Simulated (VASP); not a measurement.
# Ga2O3: structure and properties in VASP, part 7 of 7

Aim: relax Ga2O3, then compute properties on the relaxed cell. The start is a computed cell from the Materials Project.

VASP 6.6.1; rev-vdW-DF2; plane waves and PAW (Ga_d, O).

So far. Step 13 (Volume scan with rev-vdW-DF2 (run 7)): The pressure falls from -7.45 to -10.64 GPa. The parabola predicted -10.54 GPa, +0.10 GPa off. Step 15 (Fit for rev-vdW-DF2): The fitted volume lies +0.10 % from the relaxed one. At a finite cutoff and mesh the minimum of the energy and the zero of the stress don't quite coincide, and the relaxation stops at a threshold. The relaxed cell has a = 5.035, c = 13.526 Å (conventional setting).

## (16) Vibrations at Γ (rev-vdW-DF2)

This step: rev-vdW-DF2; plane waves and PAW (Ga_d, O) (VASP 6.6.1).

Zone-centre modes test whether the atoms sit at a minimum within this cell. IBRION = 6 takes the force constants from differences of forces between displaced cells, so the forces must be tight.

INCAR reads:

```
SYSTEM = Ga2O3
PREC = Accurate
ENCUT = 520
EDIFF = 1E-08
NELM = 100
ISMEAR = 0
SIGMA = 0.05
LREAL = .FALSE.
ALGO = Normal
GGA = MK
AGGAC = 0
LUSE_VDW = .TRUE.
PARAM1 = 0.1234
PARAM2 = 0.711357
ZAB_VDW = -1.8867
LASPH = .TRUE.
NBANDS = 54
LORBIT = 11
LWAVE = .FALSE.
LCHARG = .FALSE.
KPAR = 8
IBRION = 6
NFREE = 2
POTIM = 0.015
ISIF = 2
NSW = 1
```

POSCAR reads:

```
Ga2O3
1.0
    2.5172560665      1.4533384675      4.5086859628
   -2.5172560665      1.4533384675      4.5086859628
    0.0000000000     -2.9066769352      4.5086859628
Ga O
4 6
Direct
    0.8559659972      0.8559659972      0.8559659972
    0.6440340028      0.6440340028      0.6440340028
    0.1440340028      0.1440340028      0.1440340028
    0.3559659972      0.3559659972      0.3559659972
    0.7500000000      0.4472636660      0.0527363340
    0.4472636660      0.0527363340      0.7500000000
    0.0527363340      0.7500000000      0.4472636660
    0.2500000000      0.5527363340      0.9472636660
    0.9472636660      0.2500000000      0.5527363340
    0.5527363340      0.9472636660      0.2500000000
```

KPOINTS reads:

```
Automatic mesh
0
Gamma
7 7 7
0 0 0
```

Potentials, in the order of the species: Ga_d and O (PBE family, release 64).

Started as:

```sh
$ mpirun -np 8 vasp_std
```

Output:

```text
[... set-up lines as in an earlier step ...]
 entering main loop
       N       E                     dE             d eps       ncg     rms          rms(c)
[... 12 cycles as in an earlier step ...]
DAV:  13    -0.401092861034E+02    0.96852E-06   -0.22387E-05  7024   0.283E-02    0.296E-03
DAV:  14    -0.401092859956E+02    0.10786E-06   -0.21298E-06  5368   0.873E-03    0.150E-03
DAV:  15    -0.401092857993E+02    0.19624E-06   -0.42022E-07  7362   0.124E-02    0.683E-04
DAV:  16    -0.401092858877E+02   -0.88412E-07   -0.10882E-07  6544   0.296E-03    0.290E-04
DAV:  17    -0.401092859262E+02   -0.38417E-07   -0.31919E-08  4418   0.258E-03    0.941E-05
DAV:  18    -0.401092859186E+02    0.75688E-08   -0.39521E-09  3090   0.984E-04
   1 F= -.40109286E+02 E0= -.40109286E+02  d E =-.759429E-18
 Found     4 degrees of freedom:
 Finite differences POTIM= 0.01500 DOF=   4
 bond charge predicted
       N       E                     dE             d eps       ncg     rms          rms(c)
DAV:   1    -0.401055598613E+02    0.37261E-02   -0.83496E-01 21142   0.418E+00    0.707E-02
DAV:   2    -0.401074635803E+02   -0.19037E-02   -0.19818E-02 26572   0.799E-01    0.427E-02
DAV:   3    -0.401074731064E+02   -0.95261E-05   -0.36059E-04 28642   0.250E-01    0.243E-02
DAV:   4    -0.401074672998E+02    0.58066E-05   -0.78940E-05 22942   0.140E-01    0.870E-03
DAV:   5    -0.401074670902E+02    0.20961E-06   -0.18021E-05 23910   0.965E-02    0.375E-03
DAV:   6    -0.401074678988E+02   -0.80864E-06   -0.89384E-06 23608   0.302E-02    0.215E-03
DAV:   7    -0.401074679770E+02   -0.78153E-07   -0.14966E-06 25146   0.153E-02    0.119E-03
DAV:   8    -0.401074680264E+02   -0.49389E-07   -0.36301E-07 26120   0.120E-02    0.964E-04
DAV:   9    -0.401074680236E+02    0.27376E-08   -0.15129E-07 24602   0.562E-03    0.178E-04
DAV:  10    -0.401074680272E+02   -0.35125E-08   -0.46062E-08 16066   0.322E-03
   2 F= -.40107468E+02 E0= -.40107468E+02  d E =-.236583E-18
[...]
3 F= -.40107501E+02 E0= -.40107501E+02  d E =-.168956E-18
[...]
4 F= -.40107878E+02 E0= -.40107878E+02  d E =-.191460E-17
[...]
5 F= -.40107803E+02 E0= -.40107803E+02  d E =-.300715E-18
[...]
6 F= -.40107613E+02 E0= -.40107613E+02  d E =-.147693E-18
[...]
7 F= -.40107631E+02 E0= -.40107631E+02  d E =-.644689E-18
[...]
8 F= -.40108062E+02 E0= -.40108062E+02  d E =-.331770E-18
 Finite differences progress:
  Degree of freedom:   4/  4
  Displacement:        1/  2
  Total:               7/  8
 bond charge predicted
       N       E                     dE             d eps       ncg     rms          rms(c)
DAV:   1    -0.401037545646E+02    0.43071E-02   -0.29073E+00 20456   0.688E+00    0.212E-01
DAV:   2    -0.401083890774E+02   -0.46345E-02   -0.57681E-02 26446   0.189E+00    0.120E-01
DAV:   3    -0.401080718559E+02    0.31722E-03   -0.25126E-03 22296   0.351E-01    0.469E-02
DAV:   4    -0.401080508299E+02    0.21026E-04   -0.45626E-04 25612   0.322E-01    0.158E-02
DAV:   5    -0.401080601795E+02   -0.93496E-05   -0.11021E-04 21504   0.115E-01    0.113E-02
DAV:   6    -0.401080612585E+02   -0.10790E-05   -0.18240E-05 25982   0.916E-02    0.429E-03
DAV:   7    -0.401080614419E+02   -0.18343E-06   -0.39683E-06 26014   0.389E-02    0.974E-04
DAV:   8    -0.401080616581E+02   -0.21618E-06   -0.22004E-06 22354   0.104E-02    0.712E-04
DAV:   9    -0.401080616505E+02    0.75634E-08   -0.73557E-08 20382   0.943E-03
   9 F= -.40108062E+02 E0= -.40108062E+02  d E =-.331944E-18
 Finite differences progress:
  Degree of freedom:   4/  4
  Displacement:        2/  2
  Total:               8/  8
```

Elapsed: 42 min, on 8 MPI ranks of AMD EPYC 7R43, shared host; peak memory 9.2 GiB; 5.5 h of CPU time.

Parts of OUTCAR (step 16):

```text
   NELECT =      88.0000    total number of electrons

 E-fermi :   4.4036

 k-point     1 :       0.0000    0.0000    0.0000
  band No.  band energies     occupation
    ...
     40       3.7842      2.00000
     41       3.7912      2.00000
     42       3.8002      2.00000
     43       3.8675      2.00000
     44       3.8693      2.00000
     45       6.6742      0.00000
     46      10.5063      0.00000
     47      10.7235      0.00000
     48      12.6628      0.00000
     49      14.1255      0.00000
    ...

Total vdW correction in eV:     15.7800630

  Total       -0.0305828      0.0514329     -0.0466932      0.0234251      0.0334267     -0.0185616
  in kB       -0.4951000      0.8326387     -0.7559086      0.3792242      0.5411385     -0.3004899
  external PRESSURE =      -0.1394566 kB  Pullay stress =       0.0000000 kB

 POSITION                                       TOTAL-FORCE (eV/Angst)
 -----------------------------------------------------------------------------------
      0.00000     -0.00000     11.57785         0.002288     -0.001443     -0.007555
      0.00000     -0.00000      8.71124        -0.001118      0.004157     -0.012924
      0.00000     -0.00000      1.94821        -0.031603      0.001883     -0.019642
      0.00000     -0.00000      4.81482        -0.014925     -0.029532     -0.016531
      0.76206      1.58674      5.62086         0.062291      0.033457      0.162746
      0.99313     -1.45334      5.63586        -0.005965     -0.000948      0.007402
     -1.75519     -0.13340      5.63586        -0.002667     -0.002650      0.007315
     -0.76206     -1.58674      7.89020        -0.039387     -0.021134     -0.053629
      1.75519      0.13340      7.89020         0.005267      0.024195     -0.033566
     -0.99313      1.45334      7.89020         0.025819     -0.007984     -0.033617
 -----------------------------------------------------------------------------------
    total drift:                               -0.000036      0.000062     -0.000337

  FREE ENERGIE OF THE ION-ELECTRON SYSTEM (eV)
  ---------------------------------------------------
  free  energy   TOTEN  =       -40.1080616505 eV

  energy  without entropy=      -40.1080616505  energy(sigma->0) =      -40.10806165

Total vdW correction in eV:     15.7800613

 Eigenvectors and eigenvalues of the dynamical matrix
 ----------------------------------------------------

   1 f  =   19.869953 THz   124.846598 2PiTHz  662.790294 cm-1    82.175486 meV
             X         Y         Z           dx          dy          dz
      0.000000 -0.000000 11.577846    -0.000000   -0.000000   -0.033811
      0.000000 -0.000000  8.711241     0.000000   -0.000000   -0.033811
      0.000000 -0.000000  1.948212     0.000000    0.000000    0.033811
      0.000000 -0.000000  4.814817    -0.000000    0.000000    0.033811
      0.762065  1.586742  5.635857    -0.231203   -0.133485   -0.307622
      0.993126 -1.453338  5.635857     0.000000    0.266970   -0.307622
     -1.755191 -0.133403  5.635857     0.231203   -0.133485   -0.307622
     -0.762065 -1.586742  7.890200     0.231203    0.133485    0.307622
      1.755191  0.133403  7.890200    -0.231203    0.133485    0.307622
     -0.993126  1.453338  7.890200    -0.000000   -0.266970    0.307622

   2 f  =   19.577905 THz   123.011604 2PiTHz  653.048610 cm-1    80.967672 meV
             X         Y         Z           dx          dy          dz
      0.000000 -0.000000 11.577846     0.061179    0.048493   -0.000000
      0.000000 -0.000000  8.711241    -0.061178    0.048493   -0.000000
      0.000000 -0.000000  1.948212    -0.061179   -0.048493    0.000000
      0.000000 -0.000000  4.814817     0.061178   -0.048493    0.000000
      0.762065  1.586742  5.635857     0.269093   -0.037262    0.161416
      0.993126 -1.453338  5.635857    -0.000001    0.428818   -0.322830
     -1.755191 -0.133403  5.635857    -0.269091   -0.037264    0.161414
[...]
-1.755191 -0.133403  5.635857     0.202780    0.351226    0.000000
     -0.762065 -1.586742  7.890200    -0.202780    0.351226    0.000000
      1.755191  0.133403  7.890200    -0.202780   -0.351226   -0.000000
     -0.993126  1.453338  7.890200     0.405561   -0.000000   -0.000000

   6 f  =   16.190619 THz   101.728661 2PiTHz  540.060928 cm-1    66.958991 meV
             X         Y         Z           dx          dy          dz
      0.000000 -0.000000 11.577846     0.046954   -0.071902   -0.000000
      0.000000 -0.000000  8.711241     0.046958    0.071898    0.000000
      0.000000 -0.000000  1.948212     0.046954   -0.071902   -0.000000
      0.000000 -0.000000  4.814817     0.046958    0.071898    0.000000
      0.762065  1.586742  5.635857    -0.263587   -0.343636    0.009126
      0.993126 -1.453338  5.635857     0.331589    0.000016    0.000000
     -1.755191 -0.133403  5.635857    -0.263610    0.343627   -0.009127
     -0.762065 -1.586742  7.890200    -0.263587   -0.343636    0.009126
      1.755191  0.133403  7.890200    -0.263610    0.343627   -0.009127
     -0.993126  1.453338  7.890200     0.331589    0.000016    0.000000

   7 f  =   16.190619 THz   101.728661 2PiTHz  540.060928 cm-1    66.958991 meV
             X         Y         Z           dx          dy          dz
      0.000000 -0.000000 11.577846    -0.071902   -0.046954   -0.000000
      0.000000 -0.000000  8.711241     0.071898   -0.046958   -0.000000
      0.000000 -0.000000  1.948212    -0.071902   -0.046954   -0.000000
      0.000000 -0.000000  4.814817     0.071898   -0.046958   -0.000000
      0.762065  1.586742  5.635857     0.343640   -0.133181   -0.005269
      0.993126 -1.453338  5.635857    -0.000011    0.461994    0.010538
     -1.755191 -0.133403  5.635857    -0.343622   -0.133205   -0.005269
     -0.762065 -1.586742  7.890200     0.343640   -0.133181   -0.005269
      1.755191  0.133403  7.890200    -0.343622   -0.133205   -0.005269
     -0.993126  1.453338  7.890200    -0.000011    0.461994    0.010538

   8 f  =   15.432314 THz    96.964090 2PiTHz  514.766593 cm-1    63.822895 meV
             X         Y         Z           dx          dy          dz
      0.000000 -0.000000 11.577846     0.000000    0.000000   -0.077031
      0.000000 -0.000000  8.711241    -0.000000    0.000000   -0.077031
      0.000000 -0.000000  1.948212     0.000000    0.000000   -0.077031
      0.000000 -0.000000  4.814817    -0.000000    0.000000   -0.077031
      0.762065  1.586742  5.635857     0.336749    0.194422    0.107291
      0.993126 -1.453338  5.635857    -0.000000   -0.388844    0.107291
     -1.755191 -0.133403  5.635857    -0.336749    0.194422    0.107291
     -0.762065 -1.586742  7.890200     0.336749    0.194422    0.107291
      1.755191  0.133403  7.890200    -0.336749    0.194422    0.107291
     -0.993126  1.453338  7.890200     0.000000   -0.388844    0.107291

   9 f  =   13.581466 THz    85.334867 2PiTHz  453.028940 cm-1    56.168405 meV
             X         Y         Z           dx          dy          dz
      0.000000 -0.000000 11.577846     0.000000    0.000000   -0.045106
      0.000000 -0.000000  8.711241    -0.000000    0.000000   -0.045106
      0.000000 -0.000000  1.948212    -0.000000   -0.000000    0.045106
      0.000000 -0.000000  4.814817     0.000000   -0.000000    0.045106
      0.762065  1.586742  5.635857    -0.264509   -0.152715    0.268372
      0.993126 -1.453338  5.635857     0.000000    0.305429    0.268372
     -1.755191 -0.133403  5.635857     0.264509   -0.152715    0.268372
     -0.762065 -1.586742  7.890200     0.264509    0.152715   -0.268372
      1.755191  0.133403  7.890200    -0.264509    0.152715   -0.268372
     -0.993126  1.453338  7.890200     0.000000   -0.305429   -0.268372
    [... 270 further lines ...]
     -0.762065 -1.586742  7.890200     0.180619   -0.100676   -0.000050
      1.755191  0.133403  7.890200     0.180641   -0.100717    0.000097
     -0.993126  1.453338  7.890200     0.180595   -0.100716   -0.000047

 ELASTIC MODULI CONTR FROM IONIC RELAXATION (kBar)
 Direction    XX          YY          ZZ          XY          YZ          ZX
 --------------------------------------------------------------------------------
 XX        -277.5503    177.9437     97.4631      0.0000    123.9418     -0.0000
 YY         177.9437   -277.5503     97.4631     -0.0000   -123.9418      0.0000
 ZZ          97.4631     97.4631   -198.9075      0.0000      0.0000     -0.0000
 XY           0.0000     -0.0000      0.0000   -227.7470     -0.0000    123.9418
 YZ         123.9418   -123.9418      0.0000     -0.0000   -170.7154     -0.0000
 ZX          -0.0000      0.0000     -0.0000    123.9418     -0.0000   -170.7155
 --------------------------------------------------------------------------------

[... 10 parts as in an earlier step ...]

[... 7 further parts left out ...]
```

CONTCAR:

```
Ga2O3
   1.00000000000000
     2.5172560664999999    1.4533384675000001    4.5086859627999996
    -2.5172560664999999    1.4533384675000001    4.5086859627999996
     0.0000000000000000   -2.9066769352000001    4.5086859627999996
  Ga              O
     4     6
Direct
     0.8559659972000020    0.8559659972000020    0.8559659972000020
     0.6440340027999980    0.6440340027999980    0.6440340027999980
     0.1440340027999980    0.1440340027999980    0.1440340027999980
     0.3559659972000020    0.3559659972000020    0.3559659972000020
     0.7488910294393161    0.4461546954393138    0.0516273634393946
     0.4472636659999978    0.0527363340000022    0.7500000000000000
     0.0527363340000022    0.7500000000000000    0.4472636659999978
     0.2500000000000000    0.5527363340000022    0.9472636659999978
     0.9472636659999978    0.2500000000000000    0.5527363340000022
     0.5527363340000022    0.9472636659999978    0.2500000000000000
```

The last energy, forces, stress and levels in OUTCAR belong to the last displaced cell, not to the cell of POSCAR.

This step gave:

```yaml
pressure_of_the_cell: -0.01777 GPa
largest_force_of_the_cell: 0.001793 eV/Å
```

Transverse limit, no LO-TO splitting. The modes at Γ (shares of kinetic energy by element, %):

| mode | frequency (cm⁻¹) | symmetry | Ga % | O % |
| --- | --- | --- | --- | --- |
| 1 | -0.2 | acoustic | 74 | 26 |
| 2 | -0.2 | acoustic | 74 | 26 |
| 3 | -0.1 | acoustic | 74 | 26 |
| 4 | 151.2 | A2g | 99 | 1 |
| 5 | 206.6 | A1g | 99 | 1 |
| 6 | 215.3 | Eu | 95 | 5 |
| 7 | 215.3 | Eu | 95 | 5 |
| 8 | 228.7 | Eg | 96 | 4 |
| 9 | 228.7 | Eg | 96 | 4 |
| 10 | 260.8 | A2u | 23 | 77 |
| 11 | 276.1 | Eg | 75 | 25 |
| 12 | 276.1 | Eg | 75 | 25 |
| 13 | 312.3 | Eg | 9 | 91 |
| 14 | 312.3 | Eg | 9 | 91 |
| 15 | 320.6 | Eu | 15 | 85 |
| 16 | 320.6 | Eu | 15 | 85 |
| 17 | 324.7 | A1u | 100 | 0 |
| 18 | 413.7 | Eg | 18 | 82 |
| 19 | 413.7 | Eg | 18 | 82 |
| 20 | 449.6 | Eu | 12 | 88 |
| 21 | 449.6 | Eu | 12 | 88 |
| 22 | 453.0 | A2g | 1 | 99 |
| 23 | 514.8 | A2u | 2 | 98 |
| 24 | 540.1 | Eu | 3 | 97 |
| 25 | 540.1 | Eu | 3 | 97 |
| 26 | 541.3 | A1g | 1 | 99 |
| 27 | 589.9 | A1u | 0 | 100 |
| 28 | 653.0 | Eg | 2 | 98 |
| 29 | 653.0 | Eg | 2 | 98 |
| 30 | 662.8 | A2g | 0 | 100 |

Displacements in mode 4 (151.2 cm⁻¹), the largest set to 1:
```
Ga1  0.00  0.00  1.00
Ga2  0.00  0.00  1.00
Ga3  0.00  0.00 -1.00
Ga4  0.00  0.00 -1.00
O5  -0.17 -0.10  0.01
O6   0.00  0.19  0.01
O7   0.17 -0.10  0.01
O8   0.17  0.10 -0.01
O9  -0.17  0.10 -0.01
O10  0.00 -0.19 -0.01
```

Displacements in mode 26 (541.3 cm⁻¹), the largest set to 1:
```
Ga1  0.00  0.00  0.07
Ga2  0.00  0.00 -0.07
Ga3  0.00  0.00 -0.07
Ga4  0.00  0.00  0.07
O5   0.50 -0.87  0.00
O6  -1.00  0.00  0.00
O7   0.50  0.87  0.00
O8  -0.50  0.87  0.00
O9  -0.50 -0.87  0.00
O10  1.00  0.00  0.00
```

The three acoustic modes lie within 0.2 cm⁻¹ of zero, and all others are real. By the characters of their eigenvectors the optical modes sort into (cm⁻¹) Raman active: A1g 207, Eg 229, Eg 276, Eg 312, Eg 414, A1g 541, Eg 653; infrared active: Eu 215, A2u 261, Eu 321, Eu 450, A2u 515, Eu 540; silent: A2g 151, A1u 325, A2g 453, A1u 590, A2g 663. With a centre of inversion no mode is active in both.

## (17) Outcome

```yaml
relaxed_volume: 9.897 Å³/atom
relaxed_conventional_cell_a_b_c: 5.035, 5.035, 13.526 Å; angles 90.0, 90.0, 120.0°
space_group_after_relaxing_within_0p02_a: R-3c (No. 167)
band_gap: 2.56 eV, indirect (least direct gap of that run 2.81 eV)
gap_among_the_points_of_the_dos_mesh_alone_an_upper_bound: 2.57 eV
bulk_modulus_from_the_fit: 210 GPa
volume_from_the_fit: 9.91 Å³/atom
highest_zone_centre_mode: 663 cm⁻¹
```

With rev-vdW-DF2, Ga2O3 relaxes to 9.897 Å³/atom in space group R-3c (held by the symmetry of the run), has an indirect gap of 2.56 eV and has a bulk modulus of 210 GPa at fixed shape and positions, an upper bound. Band structure (rev-vdW-DF2): On this path the gap is indirect, 2.56 eV, with the valence top between Γ and X and the conduction bottom at Γ. The least direct gap is 2.81 eV. Vibrations at Γ (rev-vdW-DF2): The highest mode in this list at Γ, 662.8 cm⁻¹, is mostly motion of O (100 % of the kinetic energy). Semilocal functionals usually underestimate gaps. Spin-orbit coupling is left out; it would split some degenerate bands. Modes at Γ alone can't show that the crystal is stable at other wave vectors, and the LO-TO splitting is not included. No search among competing phases was made, and a listed structure need not be the one stable at ambient conditions. All values are for a static lattice at zero temperature.

[Lines on the potential files, build, host, timing and source positions are cut from VASP's logs without a mark.]

[Logs are printed without paths, hosts, clocks, repeated set-up lines and the standing remarks that a program may print on its own settings, such as how far it seeks lower states.]

[Hosts, paths, dates, database ids (printed as entryN), source tags and the programs' standing remarks are cut or masked in the printed files.]

[A measured line is paired with the nearest computed mode of its activity, which favours agreement.]
